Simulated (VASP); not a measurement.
An input for Quantum ESPRESSO's pw.x (written as the equivalent of a VASP run, and not itself run):

```
&CONTROL
  calculation = 'scf'
  pseudo_dir = './pseudo'
  outdir = './out'
  tprnfor = .true.
  tstress = .true.
/
&SYSTEM
  ibrav = 0
  nat = 4
  ntyp = 2
  ecutwfc = 88
  occupations = 'tetrahedra'
  input_dft = 'pbesol'
/
&ELECTRONS
  conv_thr = 7.3e-09
  electron_maxstep = 100
/
ATOMIC_SPECIES
  Rh 102.906 Rh.upf
  Pt 195.084 Pt.upf
CELL_PARAMETERS angstrom
     0.0080922    3.8840246    3.8748548
     3.8840246    0.0080922    3.8748548
     1.9460584    1.9460584   -0.0000000
ATOMIC_POSITIONS crystal
  Rh   0.0000000  0.0000000  0.0000000
  Pt   0.0000000  0.5000000  0.0000000
  Pt   0.5000000  0.0000000  0.0000000
  Pt   0.5000000  0.5000000  0.0000000
K_POINTS automatic
  8 8 15 0 0 0
```

Translate this input to VASP (INCAR, KPOINTS, POSCAR, choice of POTCAR).

This is not unique; one that fits is 
### POSCAR
```
Pt3Rh
1
    0.0080922160     3.8840245982     3.8748547509
    3.8840245982     0.0080922160     3.8748547509
    1.9460584071     1.9460584071    -0.0000000000
Rh Pt
1 3
Direct
  0.0000000000   0.0000000000   0.0000000000
  0.0000000000   0.5000000000   0.0000000000
  0.5000000000   0.0000000000   0.0000000000
  0.5000000000   0.5000000000   0.0000000000
```

**INCAR**
```
SYSTEM = Pt3Rh
PREC = Accurate; ENCUT = 400; LREAL = .False.
LASPH = .True.
EDIFF = 1E-7; NELM = 100; ALGO = Normal
LMAXMIX = 6
ISMEAR = -5
GGA = PS
ISIF = 2
LWAVE = .False.; LCHARG = .True.; LORBIT = 11
NEDOS = 601
LEFG = .True.
```

**KPOINTS**
```
Automatic
0
gamma
  8 8 15
0 0 0
```

POTCAR, in this order: Rh_pv Pt (PBE.64 set). Program: vasp_std.

What does not carry over: the potentials are each code's own (VASP's PAW set, PseudoDojo norm-conserving files in pw.x), so ENCUT and ecutwfc are chosen apart and not converted; conv_thr bounds pw.x's estimated SCF error, while EDIFF bounds the energy change between steps; the field gradients of LEFG aren't asked of the other code.

The structure was generated: Pt3Rh was put into an ordered model structure (Cmmm), which need not be its known phase. It was relaxed first.
